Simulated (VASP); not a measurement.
An input for Quantum ESPRESSO's pw.x (written as the equivalent of a VASP run, and not itself run):

```
&CONTROL
  calculation = 'scf'
  pseudo_dir = './pseudo'
  outdir = './out'
  tprnfor = .true.
  tstress = .true.
/
&SYSTEM
  ibrav = 0
  nat = 5
  ntyp = 3
  ecutwfc = 82
  occupations = 'tetrahedra'
  input_dft = 'pbesol'
/
&ELECTRONS
  conv_thr = 7.3e-09
  electron_maxstep = 100
/
ATOMIC_SPECIES
  Ca 40.078 Ca.upf
  P 30.974 P.upf
  Pd 106.420 Pd.upf
CELL_PARAMETERS angstrom
    -2.0560413    2.0560413    4.8133041
     2.0560413   -2.0560413    4.8133041
     2.0560413    2.0560413   -4.8133041
ATOMIC_POSITIONS crystal
  Ca   1.0000000  1.0000000  0.0000000
  P    0.6128077  0.6128077  0.0000000
  P    0.3871923  0.3871923  1.0000000
  Pd   0.7500000  0.2500000  0.5000000
  Pd   0.2500000  0.7500000  0.5000000
K_POINTS automatic
  12 12 12 0 0 0
```

### Question
Write the VASP files for the same calculation (PBEsol).

### Answer
Several could match; the one computed here: 
INCAR:
```
# general
SYSTEM  = Ca(PPd)2
PREC    = Accurate
ENCUT   = 400
LREAL   = .False.
LASPH   = .True.

# electronic loop
EDIFF   = 1E-7
NELM    = 100
ALGO    = Normal
LMAXMIX = 4

# smearing
ISMEAR  = -5

# functional
GGA     = PS

# ions
ISIF    = 2

# output
LWAVE   = .False.
LCHARG  = .True.
LORBIT  = 11
NEDOS   = 601

# other
LEFG    = .True.
```

### KPOINTS
```
Regular mesh
0
G
  12 12 12
0 0 0
```

POSCAR:
```
Ca(PPd)2
1
   -2.0560412562     2.0560412562     4.8133040945
    2.0560412562    -2.0560412562     4.8133040945
    2.0560412562     2.0560412562    -4.8133040945
Ca P Pd
1 2 2
Direct
  1.0000000000   1.0000000000   0.0000000000
  0.6128077304   0.6128077304   0.0000000000
  0.3871922696   0.3871922696   1.0000000000
  0.7500000000   0.2500000000   0.5000000000
  0.2500000000   0.7500000000   0.5000000000
```

POTCAR, in this order: Ca_sv P Pd (PBE.64 set). Program: vasp_std.

The two are equivalent in intent, not identical: the potentials are each code's own (VASP's PAW set, PseudoDojo norm-conserving files in pw.x), so ENCUT and ecutwfc are chosen apart and not converted; conv_thr bounds pw.x's estimated SCF error, while EDIFF bounds the energy change between steps; the field gradients of LEFG aren't asked of the other code.

The structure comes from a computed database's CaPd2P2 entry (I4/mmm); how it stands against other phases isn't given here. It was relaxed first.
